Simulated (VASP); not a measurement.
Shape and ions are relaxed at each volume.

Energy against volume of Y (hcp). These are vdW-DF2, VASP's PBE PAW potentials (set 64) (plane waves; VASP) values and carry that method's errors.

| V (Å³/atom) | E (eV/atom) |
|---|---|
| 31.706 | -3.50700 |
| 32.718 | -3.52068 |
| 33.730 | -3.52556 |
| 34.742 | -3.52254 |
| 35.754 | -3.51257 |

Task: Fit a third-order Birch-Murnaghan equation of state.

Result: 
```json
{
 "volume_per_atom": "33.83 Å^3/atom",
 "bulk_modulus": "41.1 GPa",
 "pressure_derivative_of_the_bulk_modulus": "2.93"
}
```

Measured: bulk modulus 41.7 GPa at 0 K (computed value off by -1.5 %), as given by Vázquez-Parga, Fernández-Martínez, Viñes, J. Chem. Theory Comput. (2023), doi:10.1021/acs.jctc.3c00612, Supporting … [zero-point energy and finite temperature contributions removed].

The compound is Y in the hcp structure. It was relaxed first.
